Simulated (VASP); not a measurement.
A run of VASP 6.6.1 is set up as follows.

POSCAR

```
Si2MoN4                                 
1.0
    2.8933316094      0.0000000000      0.0000000000
   -1.4466658047      2.5056986802      0.0000000000
    0.0000000000      0.0000000000     23.0000000000
  N               Si              Mo            
     4     2     1
Direct
     0.3333330000000032    0.6666669999999968    0.3480561477286807
     0.6666669999999968    0.3333330000000032    0.4458856362021741
     0.6666669999999968    0.3333330000000032    0.5541143637978259
     0.3333330000000032    0.6666669999999968    0.6519438522713195
     0.6666669999999968    0.3333330000000032    0.3702328604283727
     0.6666669999999968    0.3333330000000032    0.6297671395716272
     0.0000000000000000    0.0000000000000000    0.5000000000000000
```

The input INCAR.step1:

```
SYSTEM = Si2MoN4
  PREC = Accurate
  ENCUT = 520
  EDIFF = 1E-5
  ISMEAR = 0
  SIGMA = 0.03
  LREAL = .FALSE.
  LASPH = .TRUE.
  NELM = 80
  ALGO = Normal
  ISIF = 2
  LWAVE = .TRUE.
  LDIPOL = .TRUE.
  IDIPOL = 3
  DIPOL = 0.5 0.5 0.500
  GGA = PE
  KPAR = 4
```

The input INCAR.step2:

```
SYSTEM = Si2MoN4
  PREC = Accurate
  ENCUT = 520
  EDIFF = 1E-6
  ISMEAR = 0
  SIGMA = 0.03
  LREAL = .FALSE.
  LASPH = .TRUE.
  NELM = 80
  ALGO = Normal
  ISIF = 2
  LWAVE = .FALSE.
  LCHARG = .TRUE.
  LDIPOL = .TRUE.
  IDIPOL = 3
  DIPOL = 0.5 0.5 0.500
  GGA = PE
  LHFCALC = .TRUE.
  HFSCREEN = 0.2
  PRECFOCK = Fast
  LVHAR = .TRUE.
  LVACPOTAV = .TRUE.
  ISTART = 1
  KPAR = 4
```

The input KPOINTS:

```
regular mesh
0
G
  12 12 1
  0 0 0
```

Potentials or basis: VASP PAW PBE potentials, release 64 (N, Si, Mo_sv).

Command:

```bash
$ cat potpaw_PBE.64/N/POTCAR potpaw_PBE.64/Si/POTCAR potpaw_PBE.64/Mo_sv/POTCAR > POTCAR
$ cp INCAR.step1 INCAR
$ mpirun -np 4 vasp_std > vasp.out
$ cp INCAR.step2 INCAR
$ mpirun -np 4 vasp_std > vasp.out
```

(1) What does it give for the ionisation potential of the upper face?

(2) What does it give for the band gap on the k mesh?

(3) What does it give for the largest force?

Results:

(1) 5.98 eV.

(2) 2.38 eV, indirect (least direct gap 2.61 eV).

(3) 0.328 eV/Å.

Caveat: the PAW data sets were made with another functional, which shifts forces and pressure a little.
